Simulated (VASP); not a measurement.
# A VASP study of Beryllium (PBEsol): structure first, properties next, part 3 of 4

Aim: relax Beryllium with PBEsol, compute its properties on that cell and hold them against experiment. The start is a cell from a database of measured crystal structures.

VASP 6.6.1; PBEsol; plane waves and PAW (Be).

So far. Step 5 (Band structure (PBEsol)): Of the bands kept, 2 cross the Fermi level on this path. Step 6 (Total and projected DOS (PBEsol)): The finer mesh and the other smearing move the Fermi level by +0.12 eV from the 13×13×8 run, one measure of the sampling error in the zero of the bands above. Of the states within 0.3 eV of the Fermi level, the largest shares in the PAW spheres are Be p 55 %. The rest lies in smaller channels or between the spheres.

## Step 7: Volume scan with PBEsol, volume scale 0.94

An equation of state needs energies on both sides of the minimum, all on one mesh and cutoff.

Input file INCAR:

```
SYSTEM = Be
PREC = Accurate
ENCUT = 400
EDIFF = 1E-06
NELM = 100
ISMEAR = 1
SIGMA = 0.2
LREAL = .FALSE.
ALGO = Normal
GGA = PS
NBANDS = 8
LORBIT = 11
LWAVE = .FALSE.
LCHARG = .FALSE.
KPAR = 2
ISIF = 2
```

Input file POSCAR:

```
Be
1.0
    2.2173293133      0.0000000000      0.0000000000
   -1.1086646567      1.9202635140      0.0000000000
    0.0000000000      0.0000000000      3.4717324243
Be
2
Direct
    0.3333333333      0.6666666667      0.2500000000
    0.6666666667      0.3333333333      0.7500000000
```

Input file KPOINTS:

```
Automatic mesh
0
Gamma
13 13 8
0 0 0
```

The projector-augmented-wave data sets are Be (PBE family, release 64).

Started as:

```sh
$ mpirun -np 2 vasp_std
```

Log:

```text
[... set-up lines as in an earlier step ...]
 entering main loop
       N       E                     dE             d eps       ncg     rms          rms(c)
DAV:   1    -0.497375201125E+01   -0.49738E+01   -0.15769E+03  1768   0.334E+02
DAV:   2    -0.799597496932E+01   -0.30222E+01   -0.29930E+01  2696   0.421E+01
DAV:   3    -0.800501884517E+01   -0.90439E-02   -0.90394E-02  1816   0.202E+00
DAV:   4    -0.800502410912E+01   -0.52640E-05   -0.52643E-05  2456   0.480E-02
DAV:   5    -0.800502410919E+01   -0.69249E-10   -0.35138E-09  1832   0.233E-04    0.133E+00
DAV:   6    -0.797764615862E+01    0.27378E-01   -0.36000E-03  1728   0.673E-01    0.811E-01
DAV:   7    -0.796661135973E+01    0.11035E-01   -0.47785E-03  1840   0.681E-01    0.185E-02
DAV:   8    -0.796660784445E+01    0.35153E-05   -0.13549E-05  1896   0.289E-02    0.774E-03
DAV:   9    -0.796660851295E+01   -0.66850E-06   -0.54665E-07  2056   0.508E-03
   1 F= -.79666085E+01 E0= -.79668029E+01  d E =0.583287E-03
```

Elapsed: 8.2 s, on 2 MPI ranks of AMD EPYC 7R13 (Zen 3), shared host; peak memory 0.16 GiB.

OUTCAR, selected parts (step 7):

```text
   ENCUT  =  400.0 eV  29.40 Ry    5.42 a.u.   3.62  3.62  5.66*2*pi/ulx,y,z

   NELECT =       4.0000    total number of electrons

 E-fermi :   7.3694

 k-point     1 :       0.0000    0.0000    0.0000
  band No.  band energies     occupation
      1      -4.1350      2.00000
      2       2.9289      2.00000
      3       9.0427     -0.00000
      4      24.3139      0.00000
      5      24.3139      0.00000
      6      27.3278      0.00000
      7      27.3278      0.00000
    ...

  Total        0.7478659      0.7478659      0.8752616     -0.0000000     -0.0000000      0.0000000
  in kB       81.0582104     81.0582104     94.8661247     -0.0000000     -0.0000000      0.0000000
  external PRESSURE =      85.6608485 kB  Pullay stress =       0.0000000 kB

 POSITION                                       TOTAL-FORCE (eV/Angst)
 -----------------------------------------------------------------------------------
     -0.00000      1.28018      0.86793        -0.000000      0.000000      0.000000
      1.10866      0.64009      2.60380         0.000000     -0.000000      0.000000
 -----------------------------------------------------------------------------------
    total drift:                                0.000000     -0.000000      0.000000

  FREE ENERGIE OF THE ION-ELECTRON SYSTEM (eV)
  ---------------------------------------------------
  free  energy   TOTEN  =        -7.9666085129 eV

  energy  without entropy=       -7.9671917998  energy(sigma->0) =       -7.96680294

[... 3 parts as in an earlier step ...]

[... 13 further parts left out ...]
```

The scan keeps the cell's shape and the fractional positions fixed.

Numbers from this step:

- bands: 8
- irreducible k-points: 105
- free energy (TOTEN): -7.967 eV
- energy at zero smearing: -7.967 eV
- Fermi energy: 7.369 eV
- pressure: 8.566 GPa

The pressure here is 8.57 GPa.

## Step 8: Volume scan with PBEsol, volume scale 0.96

INCAR is that of step 7.

Input file POSCAR:

```
Be
1.0
    2.2329448230      0.0000000000      0.0000000000
   -1.1164724115      1.9337869420      0.0000000000
    0.0000000000      0.0000000000      3.4961820497
Be
2
Direct
    0.3333333333      0.6666666667      0.2500000000
    0.6666666667      0.3333333333      0.7500000000
```

KPOINTS is that of step 7.

Started as:

```sh
$ mpirun -np 2 vasp_std
```

Log:

```text
[... set-up lines as in an earlier step ...]
 entering main loop
       N       E                     dE             d eps       ncg     rms          rms(c)
DAV:   1    -0.472088684114E+01   -0.47209E+01   -0.16684E+03  1744   0.341E+02
DAV:   2    -0.800624400181E+01   -0.32854E+01   -0.31367E+01  2736   0.420E+01
DAV:   3    -0.801720264814E+01   -0.10959E-01   -0.10926E-01  1824   0.216E+00
DAV:   4    -0.801720879318E+01   -0.61450E-05   -0.61456E-05  2432   0.504E-02
DAV:   5    -0.801720879587E+01   -0.26923E-08   -0.22896E-08  1848   0.388E-04    0.130E+00
DAV:   6    -0.799118028680E+01    0.26029E-01   -0.32730E-03  1736   0.630E-01    0.793E-01
DAV:   7    -0.798055074376E+01    0.10630E-01   -0.44590E-03  1856   0.642E-01    0.171E-02
DAV:   8    -0.798054778636E+01    0.29574E-05   -0.13252E-05  1912   0.283E-02    0.713E-03
DAV:   9    -0.798054843746E+01   -0.65110E-06   -0.51790E-07  1976   0.501E-03
   1 F= -.79805484E+01 E0= -.79807328E+01  d E =0.553182E-03
```

It took 9 s on 2 MPI ranks; peak memory 0.17 GiB; 15 s of CPU time.

Parts of OUTCAR (step 8):

```text
   ENCUT  =  400.0 eV  29.40 Ry    5.42 a.u.   3.64  3.64  5.70*2*pi/ulx,y,z

   NELECT =       4.0000    total number of electrons

 E-fermi :   7.1997

 k-point     1 :       0.0000    0.0000    0.0000
  band No.  band energies     occupation
      1      -4.1978      2.00000
      2       2.8280      2.00000
      3       8.7868     -0.00000
      4      23.8632      0.00000
      5      23.8632      0.00000
      6      26.8336      0.00000
      7      26.8336      0.00000
    ...

  Total        0.4877123      0.4877123      0.5741547      0.0000000     -0.0000000      0.0000000
  in kB       51.7599227     51.7599227     60.9338805      0.0000000     -0.0000000      0.0000000
  external PRESSURE =      54.8179086 kB  Pullay stress =       0.0000000 kB

 POSITION                                       TOTAL-FORCE (eV/Angst)
 -----------------------------------------------------------------------------------
     -0.00000      1.28919      0.87405         0.000000      0.000000      0.000000
      1.11647      0.64460      2.62214        -0.000000     -0.000000      0.000000
 -----------------------------------------------------------------------------------
    total drift:                                0.000000     -0.000000      0.000000

  FREE ENERGIE OF THE ION-ELECTRON SYSTEM (eV)
  ---------------------------------------------------
  free  energy   TOTEN  =        -7.9805484375 eV

  energy  without entropy=       -7.9811016197  energy(sigma->0) =       -7.98073283

[... 4 parts as in an earlier step ...]

[... 12 further parts left out ...]
```

Numbers from this step:

```yaml
free_energy_toten: -7.981 eV
energy_at_zero_smearing: -7.981 eV
fermi_energy: 7.200 eV
pressure: 5.482 GPa
```

The pressure falls from 8.57 to 5.48 GPa.

The run ends at a pressure of 5.48 GPa.

## Step 9: Volume scan with PBEsol, volume scale 0.98

INCAR is that of step 8.

Input file POSCAR:

```
Be
1.0
    2.2483449291      0.0000000000      0.0000000000
   -1.1241724646      1.9471238251      0.0000000000
    0.0000000000      0.0000000000      3.5202944120
Be
2
Direct
    0.3333333333      0.6666666667      0.2500000000
    0.6666666667      0.3333333333      0.7500000000
```

KPOINTS is that of step 8.

Started as:

```sh
$ mpirun -np 2 vasp_std
```

Log:

```text
[... set-up lines as in an earlier step ...]
 entering main loop
       N       E                     dE             d eps       ncg     rms          rms(c)
DAV:   1    -0.507740592452E+01   -0.50774E+01   -0.15447E+03  1736   0.333E+02
DAV:   2    -0.801273507958E+01   -0.29353E+01   -0.27938E+01  2736   0.396E+01
DAV:   3    -0.802369407365E+01   -0.10959E-01   -0.10923E-01  1760   0.206E+00
DAV:   4    -0.802370031849E+01   -0.62448E-05   -0.62447E-05  2520   0.534E-02
DAV:   5    -0.802370031911E+01   -0.61374E-09   -0.51332E-09  1800   0.230E-04    0.128E+00
DAV:   6    -0.799893208766E+01    0.24768E-01   -0.29766E-03  1720   0.588E-01    0.776E-01
DAV:   7    -0.798867984855E+01    0.10252E-01   -0.41621E-03  1864   0.604E-01    0.159E-02
DAV:   8    -0.798867735155E+01    0.24970E-05   -0.12995E-05  1928   0.278E-02    0.658E-03
DAV:   9    -0.798867799329E+01   -0.64174E-06   -0.48992E-07  1944   0.495E-03
   1 F= -.79886780E+01 E0= -.79888525E+01  d E =0.523529E-03
```

Wall time 8.4 s (2 MPI ranks); peak memory 0.17 GiB; 14 s of CPU time.

OUTCAR, selected parts (step 9):

```text
  Total        0.2396116      0.2396116      0.2869762     -0.0000000     -0.0000000      0.0000000
  in kB       24.9105253     24.9105253     29.8346497     -0.0000000     -0.0000000      0.0000000
  external PRESSURE =      26.5519001 kB  Pullay stress =       0.0000000 kB

 POSITION                                       TOTAL-FORCE (eV/Angst)
 -----------------------------------------------------------------------------------
     -0.00000      1.29808      0.88007        -0.000000     -0.000000      0.000000
      1.12417      0.64904      2.64022         0.000000      0.000000      0.000000
 -----------------------------------------------------------------------------------
    total drift:                                0.000000     -0.000000      0.000000

  FREE ENERGIE OF THE ION-ELECTRON SYSTEM (eV)
  ---------------------------------------------------
  free  energy   TOTEN  =        -7.9886779933 eV

  energy  without entropy=       -7.9892015218  energy(sigma->0) =       -7.98885250

[... 1 part as in an earlier step ...]

[... 2 further parts left out ...]
[key lines of the parts left out:]
E-fermi :   7.0359
```

The pressure falls from 5.48 to 2.66 GPa.

The run ends at a pressure of 2.66 GPa.

## Step 10: Volume scan with PBEsol, volume scale 1

INCAR is that of step 9.

Input file POSCAR:

```
Be
1.0
    2.2635369097      0.0000000000      0.0000000000
   -1.1317684549      1.9602804663      0.0000000000
    0.0000000000      0.0000000000      3.5440809066
Be
2
Direct
    0.3333333333      0.6666666667      0.2500000000
    0.6666666667      0.3333333333      0.7500000000
```

KPOINTS is that of step 9.

Started as:

```sh
$ mpirun -np 2 vasp_std
```

Log:

```text
[... set-up lines as in an earlier step ...]
 entering main loop
       N       E                     dE             d eps       ncg     rms          rms(c)
[... 9 cycles as in an earlier step ...]
   1 F= -.79914820E+01 E0= -.79916464E+01  d E =0.493168E-03
```

It took 8.6 s on 2 MPI ranks; peak memory 0.17 GiB.

From OUTCAR (step 10):

```text
[... 6 parts as in an earlier step ...]

[... 1 further part left out ...]
[key lines of the parts left out:]
E-fermi :   6.8778
```

The pressure falls from 2.66 to 0.06 GPa.

The run ends at a pressure of 0.06 GPa.

## Step 11: Volume scan with PBEsol, volume scale 1.02

INCAR is that of step 10.

Input file POSCAR:

```
Be
1.0
    2.2785276572      0.0000000000      0.0000000000
   -1.1392638287      1.9732628345      0.0000000000
    0.0000000000      0.0000000000      3.5675523251
Be
2
Direct
    0.3333333333      0.6666666667      0.2500000000
    0.6666666667      0.3333333333      0.7500000000
```

KPOINTS is that of step 10.

Started as:

```sh
$ mpirun -np 2 vasp_std
```

Log:

```text
[... set-up lines as in an earlier step ...]
 entering main loop
       N       E                     dE             d eps       ncg     rms          rms(c)
DAV:   1    -0.549829521415E+01   -0.54983E+01   -0.15727E+03  1720   0.336E+02
DAV:   2    -0.801244171097E+01   -0.25141E+01   -0.24670E+01  2816   0.373E+01
DAV:   3    -0.802145430795E+01   -0.90126E-02   -0.89861E-02  1808   0.186E+00
DAV:   4    -0.802146339316E+01   -0.90852E-05   -0.90856E-05  2520   0.462E-02
DAV:   5    -0.802146339341E+01   -0.25533E-09   -0.29710E-09  1792   0.179E-04    0.123E+00
DAV:   6    -0.799898066477E+01    0.22483E-01   -0.24642E-03  1744   0.511E-01    0.745E-01
DAV:   7    -0.798941307990E+01    0.95676E-02   -0.36299E-03  1936   0.533E-01    0.137E-02
DAV:   8    -0.798941124741E+01    0.18325E-05   -0.12233E-05  1912   0.269E-02    0.562E-03
DAV:   9    -0.798941188913E+01   -0.64173E-06   -0.44052E-07  1928   0.484E-03
   1 F= -.79894119E+01 E0= -.79895669E+01  d E =0.464900E-03
```

The job ended after 9 s (2 MPI ranks; peak memory 0.18 GiB; 16 s of CPU time).

Parts of OUTCAR (step 11):

```text
  Total       -0.2230039     -0.2230039     -0.2492870      0.0000000      0.0000000      0.0000000
  in kB      -22.2747854    -22.2747854    -24.9000771      0.0000000      0.0000000      0.0000000
  external PRESSURE =     -23.1498826 kB  Pullay stress =       0.0000000 kB

 POSITION                                       TOTAL-FORCE (eV/Angst)
 -----------------------------------------------------------------------------------
     -0.00000      1.31551      0.89189         0.000000      0.000000      0.000000
      1.13926      0.65775      2.67566        -0.000000      0.000000      0.000000
 -----------------------------------------------------------------------------------
    total drift:                                0.000000     -0.000000      0.000000

  FREE ENERGIE OF THE ION-ELECTRON SYSTEM (eV)
  ---------------------------------------------------
  free  energy   TOTEN  =        -7.9894118891 eV

  energy  without entropy=       -7.9898767894  energy(sigma->0) =       -7.98956686

[... 1 part as in an earlier step ...]

[... 2 further parts left out ...]
[key lines of the parts left out:]
E-fermi :   6.7248
```

The pressure falls from 0.06 to -2.31 GPa, so it vanishes between these two volumes.

## Step 12: Volume scan with PBEsol, volume scale 1.04

INCAR is that of step 11.

Input file POSCAR:

```
Be
1.0
    2.2933237060      0.0000000000      0.0000000000
   -1.1466618530      1.9860765886      0.0000000000
    0.0000000000      0.0000000000      3.5907188984
Be
2
Direct
    0.3333333333      0.6666666667      0.2500000000
    0.6666666667      0.3333333333      0.7500000000
```

KPOINTS is that of step 11.

Started as:

```sh
$ mpirun -np 2 vasp_std
```

Log:

```text
[... set-up lines as in an earlier step ...]
 entering main loop
       N       E                     dE             d eps       ncg     rms          rms(c)
DAV:   1    -0.532082414242E+01   -0.53208E+01   -0.15567E+03  1760   0.334E+02
DAV:   2    -0.800465515834E+01   -0.26838E+01   -0.26148E+01  2696   0.377E+01
DAV:   3    -0.801355793112E+01   -0.89028E-02   -0.89029E-02  1800   0.193E+00
DAV:   4    -0.801356293953E+01   -0.50084E-05   -0.50083E-05  2520   0.530E-02
DAV:   5    -0.801356294048E+01   -0.95235E-09   -0.30793E-09  1808   0.218E-04    0.121E+00
DAV:   6    -0.799211924789E+01    0.21444E-01   -0.22431E-03  1776   0.475E-01    0.731E-01
DAV:   7    -0.798286457340E+01    0.92547E-02   -0.33926E-03  1968   0.499E-01    0.127E-02
DAV:   8    -0.798286301154E+01    0.15619E-05   -0.11988E-05  1856   0.265E-02    0.524E-03
DAV:   9    -0.798286365459E+01   -0.64305E-06   -0.41177E-07  1848   0.477E-03
   1 F= -.79828637E+01 E0= -.79830089E+01  d E =0.435766E-03
```

Elapsed: 9.8 s, on 2 MPI ranks; peak memory 0.17 GiB; 16 s of CPU time.

Parts of OUTCAR (step 12):

```text
  Total       -0.4388514     -0.4388514     -0.4998815      0.0000000      0.0000000      0.0000000
  in kB      -42.9917705    -42.9917705    -48.9705360      0.0000000      0.0000000      0.0000000
  external PRESSURE =     -44.9846923 kB  Pullay stress =       0.0000000 kB

 POSITION                                       TOTAL-FORCE (eV/Angst)
 -----------------------------------------------------------------------------------
     -0.00000      1.32405      0.89768         0.000000     -0.000000      0.000000
      1.14666      0.66203      2.69304        -0.000000      0.000000      0.000000
 -----------------------------------------------------------------------------------
    total drift:                                0.000000     -0.000000      0.000000

  FREE ENERGIE OF THE ION-ELECTRON SYSTEM (eV)
  ---------------------------------------------------
  free  energy   TOTEN  =        -7.9828636546 eV

  energy  without entropy=       -7.9832994205  energy(sigma->0) =       -7.98300891

[... 1 part as in an earlier step ...]

[... 2 further parts left out ...]
[key lines of the parts left out:]
E-fermi :   6.5769
```

The pressure falls from -2.31 to -4.50 GPa.

The run ends at a pressure of -4.50 GPa.

## Step 13: Volume scan with PBEsol, volume scale 1.06

A prediction first. A parabola through the 6 pressures of evenly scaled cells so far, P = 0.06 -124.4 t +211 t² GPa with t = ln(V/V₁) and V₁ the volume at scale 1, gives -6.47 GPa at t = +0.0583.

INCAR is that of step 12.

Input file POSCAR:

```
Be
1.0
    2.3079312572      0.0000000000      0.0000000000
   -1.1539656286      1.9987270990      0.0000000000
    0.0000000000      0.0000000000      3.6135903361
Be
2
Direct
    0.3333333333      0.6666666667      0.2500000000
    0.6666666667      0.3333333333      0.7500000000
```

KPOINTS is that of step 12.

Started as:

```sh
$ mpirun -np 2 vasp_std
```

Log:

```text
[... set-up lines as in an earlier step ...]
 entering main loop
       N       E                     dE             d eps       ncg     rms          rms(c)
DAV:   1    -0.548720561791E+01   -0.54872E+01   -0.14454E+03  1728   0.324E+02
DAV:   2    -0.799315638811E+01   -0.25060E+01   -0.23813E+01  2808   0.369E+01
DAV:   3    -0.800160804791E+01   -0.84517E-02   -0.84513E-02  1760   0.185E+00
DAV:   4    -0.800161294491E+01   -0.48970E-05   -0.48972E-05  2504   0.486E-02
DAV:   5    -0.800161294598E+01   -0.10698E-08   -0.44626E-09  1776   0.253E-04    0.118E+00
DAV:   6    -0.798114484324E+01    0.20468E-01   -0.20425E-03  1760   0.441E-01    0.718E-01
DAV:   7    -0.797218569952E+01    0.89591E-02   -0.31719E-03  1976   0.467E-01    0.120E-02
DAV:   8    -0.797218438473E+01    0.13148E-05   -0.11794E-05  1880   0.261E-02    0.491E-03
DAV:   9    -0.797218503378E+01   -0.64905E-06   -0.38851E-07  1872   0.469E-03
   1 F= -.79721850E+01 E0= -.79723211E+01  d E =0.408151E-03
```

The job ended after 7.8 s (2 MPI ranks; peak memory 0.17 GiB).

OUTCAR, selected parts (step 13):

```text
  Total       -0.6451724     -0.6451724     -0.7396718      0.0000000      0.0000000      0.0000000
  in kB      -62.0113324    -62.0113324    -71.0942344      0.0000000      0.0000000      0.0000000
  external PRESSURE =     -65.0389664 kB  Pullay stress =       0.0000000 kB

 POSITION                                       TOTAL-FORCE (eV/Angst)
 -----------------------------------------------------------------------------------
     -0.00000      1.33248      0.90340        -0.000000     -0.000000      0.000000
      1.15397      0.66624      2.71019         0.000000      0.000000      0.000000
 -----------------------------------------------------------------------------------
    total drift:                                0.000000     -0.000000      0.000000

  FREE ENERGIE OF THE ION-ELECTRON SYSTEM (eV)
  ---------------------------------------------------
  free  energy   TOTEN  =        -7.9721850338 eV

  energy  without entropy=       -7.9725931844  energy(sigma->0) =       -7.97232108

[... 1 part as in an earlier step ...]

[... 2 further parts left out ...]
[key lines of the parts left out:]
E-fermi :   6.4337
```

The pressure falls from -4.50 to -6.50 GPa. The parabola predicted -6.47 GPa, +0.03 GPa off.

## Step 14: Comparing the runs

Times are for 2 MPI ranks of AMD EPYC 7R13 (Zen 3), shared host. The runs compared:

| no. | volume scale | energy above the lowest point (meV/atom) | pressure (GPa) | time | memory (GiB) |
| --- | --- | --- | --- | --- | --- |
| 1 | 0.94 | 12.42 | 8.566 | 8.2 s | 0.16 |
| 2 | 0.96 | 5.46 | 5.482 | 9 s | 0.17 |
| 3 | 0.98 | 1.4 | 2.655 | 8.4 s | 0.17 |
| 4 | 1 | 0 | 0.06331 | 8.6 s | 0.17 |
| 5 | 1.02 | 1.04 | -2.315 | 9 s | 0.18 |
| 6 | 1.04 | 4.32 | -4.498 | 9.8 s | 0.17 |
| 7 | 1.06 | 9.66 | -6.504 | 7.8 s | 0.17 |

## Step 15: Fit for PBEsol

This step: Birch-Murnaghan fit, PBEsol; plane waves and PAW (VASP 6.6.1).

This step runs nothing: it gathers the runs above.

Numbers from this step:

- pressure derivative of the bulk modulus: 3.301
- r.m.s. error of the fit: 1.76e-6 eV/atom
- minimum inside the sampled range: yes
- bulk modulus: 123.8 GPa
- equilibrium volume of the fit: 7.872 Å³/atom

Table of energy above the fitted minimum by volume:

| volume (Å³/atom) | energy above the fitted minimum (eV/atom) |
| --- | --- |
| 7.391 | 0.0124 |
| 7.548 | 0.00546 |
| 7.706 | 0.00140 |
| 7.863 | 6.8e-6 |
| 8.020 | 0.00105 |
| 8.177 | 0.00433 |
| 8.335 | 0.00967 |

The fitted volume lies +0.12 % from the relaxed one. At a finite cutoff and mesh the minimum of the energy and the zero of the stress don't quite coincide, and the relaxation stops at a threshold.

[end of part 3 of 4]

[Lines on the potential files, build, host, timing and source positions are cut from VASP's logs without a mark.]

[Logs are printed without paths, hosts, clocks, repeated set-up lines and the standing remarks that a program may print on its own settings, such as how far it seeks lower states.]

[Hosts, paths, dates, database ids (printed as entryN), source tags and the programs' standing remarks are cut or masked in the printed files.]

[Measured values are set beside computed ones only where the two were judged alike; some that the calculation misses by far are left out.]

[In band tables of VASP the shares of atoms and orbitals are scaled to a sum of 1 inside the atoms' spheres.]
